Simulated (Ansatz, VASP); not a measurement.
**Two plane-wave programs on Ge3Pd**

```
Pd Ge
1.0
     4.14202    0.00000    0.00000
     0.00000    4.14202    0.00000
     0.00000    0.00000    4.14202
Pd Ge
1 3
Direct
  0.00000 0.00000 0.00000
  0.50000 0.50000 0.00000
  0.50000 0.00000 0.50000
  0.00000 0.50000 0.50000
```

The cell comes from a database or a generator and needn't be the stable form of this composition.

Alike in both runs: functional PBEsol; k mesh 7 × 7 × 7; occupations fermi-dirac, width 0.05 eV; no spin polarisation; Hubbard terms Pd d U = 6.0 eV.

|  | VASP | Ansatz |
| --- | --- | --- |
| version | VASP 6.6.1 | Ansatz 0.2.0 |
| potentials or method | VASP PAW PBE potentials, release 64 (Pd, Ge_d) | Ansatz PAW |
| plane-wave cutoff (eV) | 520 | 420 |
| valence electrons in the cell | 52 | 60 |
| task | single point | band structure |

```csv
,VASP,Ansatz,Ansatz less VASP
gap on the k mesh at the Fermi level (eV),none,none,-
pressure (GPa),-7.0,-3.4,+3.68
```

The programs project onto different local orbitals, so the same U acts differently. A gap of «none» marks a metal or a gap that the smearing closes. The two sets of potentials don't hold the same shells in valence.

Caveats: U without spin polarisation on a metal has little footing; the U is typed as a test and isn't derived for this compound; the PAW data sets were made with another functional, which shifts forces and pressure a little (VASP); the PAW data sets come from PBE, with cores solved anew for the run's functional, which leaves a small shift of forces and pressure (Ansatz).
